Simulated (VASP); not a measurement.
Method: PBE GGA, VASP's PBE PAW potentials (set 64) (plane waves; VASP).

VASP ran on this input.

**KPOINTS**
```
Regular mesh
0
G
  10 10 10
0 0 0
```

File POSCAR:
```
Tb
1
    3.2949790000     0.0000000000     0.0000000000
    0.0000000000     3.2949790000     0.0000000000
    0.0000000000     0.0000000000     3.2949790000
Tb
1
Direct
  0.0000000000   0.0000000000   0.0000000000
```

### INCAR
```
SYSTEM = Tb
PREC = Accurate; ENCUT = 350; LREAL = .FALSE.
LASPH = .TRUE.
EDIFF = 1E-6; NELM = 100; ALGO = Normal
LMAXMIX = 6
ISMEAR = 1; SIGMA = 0.1
GGA = PE
ISIF = 2
LWAVE = .FALSE.; LCHARG = .FALSE.
```

POTCAR, in this order: Tb_3 (PBE.64 set). Program: vasp_std.

Output

File OUTCAR:
```
 ion  position               nearest neighbor table
   1  0.000  0.000  0.000-
  LATTYP: Found a simple cubic cell.
 ALAT       =     3.2949790000
 Subroutine PRICEL returns:
 Original cell was already a primitive cell.
 Subroutine GETGRP returns: Found 48 space group operations
The static configuration has the point symmetry O_h .
The dynamic configuration has the point symmetry O_h .
 Subroutine INISYM returns: Found 48 space group operations
 Subroutine IBZKPT returns following result:
 Found     56 irreducible k-points:

 Following reciprocal coordinates:
            Coordinates               Weight
  0.000000  0.000000  0.000000      1.000000
  0.100000  0.000000  0.000000      6.000000
  0.200000  0.000000  0.000000      6.000000
  0.300000  0.000000  0.000000      6.000000
  0.400000  0.000000  0.000000      6.000000
  0.500000  0.000000  0.000000      3.000000
  0.100000  0.100000  0.000000     12.000000
  0.200000  0.100000  0.000000     24.000000
  0.300000  0.100000  0.000000     24.000000
  0.400000  0.100000  0.000000     24.000000
...
```

OSZICAR:
```
       N       E                     dE             d eps       ncg     rms          rms(c)
DAV:   1     0.279626800033E+01    0.27963E+01   -0.37174E+03   920   0.659E+02
DAV:   2    -0.370249842098E+01   -0.64988E+01   -0.62372E+01  1400   0.709E+01
DAV:   3    -0.378357881652E+01   -0.81080E-01   -0.80540E-01  1088   0.636E+00
DAV:   4    -0.378427014139E+01   -0.69132E-03   -0.69101E-03  1512   0.484E-01
DAV:   5    -0.378427037384E+01   -0.23245E-06   -0.23246E-06  1128   0.865E-03    0.125E+01
DAV:   6    -0.378682874437E+01   -0.25584E-02   -0.11963E-02  1096   0.859E-01    0.740E+00
DAV:   7    -0.379254087508E+01   -0.57121E-02   -0.17051E-02  1128   0.105E+00    0.108E-01
DAV:   8    -0.379231863944E+01    0.22224E-03   -0.14822E-03  1032   0.279E-01    0.506E-02
DAV:   9    -0.379232199926E+01   -0.33598E-05   -0.22366E-05  1360   0.500E-02    0.113E-02
DAV:  10    -0.379232151117E+01    0.48809E-06   -0.38985E-06  1128   0.161E-02
   1 F= -.37923215E+01 E0= -.37927965E+01  d E =0.142491E-02
```

File OUTCAR:
```
------------------------ aborting loop because EDIFF is reached ----------------------------------------
  FORCE on cell =-STRESS in cart. coord.  units (eV):
  Direction    XX          YY          ZZ          XY          YZ          ZX
  --------------------------------------------------------------------------------------
  Total       -0.2116519     -0.2116519     -0.2116519     -0.0000000      0.0000000      0.0000000
  in kB       -9.4792683     -9.4792683     -9.4792683     -0.0000000      0.0000000      0.0000000
  external PRESSURE =      -9.4792683 kB  Pullay stress =       0.0000000 kB
  volume of cell :       35.77
      direct lattice vectors                 reciprocal lattice vectors
     3.294979000  0.000000000  0.000000000     0.303492071  0.000000000  0.000000000
     0.000000000  3.294979000  0.000000000     0.000000000  0.303492071  0.000000000
     0.000000000  0.000000000  3.294979000     0.000000000  0.000000000  0.303492071
 POSITION                                       TOTAL-FORCE (eV/Angst)
 -----------------------------------------------------------------------------------
      0.00000      0.00000      0.00000         0.000000      0.000000      0.000000
 -----------------------------------------------------------------------------------
    total drift:                               -0.000000      0.000000     -0.000000
  FREE ENERGIE OF THE ION-ELECTRON SYSTEM (eV)
  ---------------------------------------------------
  free  energy   TOTEN  =        -3.7923215112 eV

  energy  without entropy=       -3.7937464255  energy(sigma->0) =       -3.79279648
```
(Selected blocks of OUTCAR.)

File OUTCAR:
```
 val. band max:        2.6415940813   @ k =   0.2000   0.0000   0.0000

 cond. band min:       2.6680593214   @ k =   0.5000   0.5000   0.0000


 Fermi energy:         2.6532147613

 k-point     1 :       0.0000    0.0000    0.0000
  band No.  band energies     occupation
      1     -19.9416      2.00000
      2     -19.9416      2.00000
      3     -19.9416      2.00000
      4      -1.9270      2.00000
      5       1.9488      2.00000
      6       1.9488      2.00000
      7       8.2880      0.00000
      8       8.2880      0.00000

 k-point     2 :       0.1000    0.0000    0.0000
  band No.  band energies     occupation
      1     -20.0209      2.00000
      2     -19.9350      2.00000
      3     -19.9350      2.00000
      4      -1.7227      2.00000
      5       2.0098      2.00000
      6       2.1421      2.00000
      7       7.8605      0.00000
      8       7.8605      0.00000

 k-point     3 :       0.2000    0.0000    0.0000
  band No.  band energies     occupation
      1     -20.2229      2.00000
      2     -19.9175      2.00000
      3     -19.9175      2.00000
      4      -1.1735      2.00000
      5       2.1769      2.00000
      6       2.6416      1.19522
      7       7.0075      0.00000
      8       7.0075      0.00000

 k-point     4 :       0.3000    0.0000    0.0000
  band No.  band energies     occupation
      1     -20.4622      2.00000
      2     -19.8958      2.00000
      3     -19.8958      2.00000
      4      -0.4263      2.00000
      5       2.4009      2.00209
      6       3.1198     -0.00000
      7       6.2152      0.00000
      8       6.2152      0.00000

 k-point     5 :       0.4000    0.0000    0.0000
  band No.  band energies     occupation
      1     -20.6484      2.00000
      2     -19.8782      2.00000
      3     -19.8782      2.00000
      4       0.3287      2.00000
      5       2.5995      1.77974
      6       3.1330     -0.00000
      7       5.6879      0.00000
...
```

The 4f electrons are frozen in the core of the lanthanide potential, so 4f levels, which can set the real gap, and their magnetism are missing.

The structure was generated: Tb was put into the simple-cubic type (Pm-3m), which need not be its known phase. The cell was not relaxed at this level. The run is one of a series of settings (ENCUT = 350 against the base run), some of them coarse on purpose.
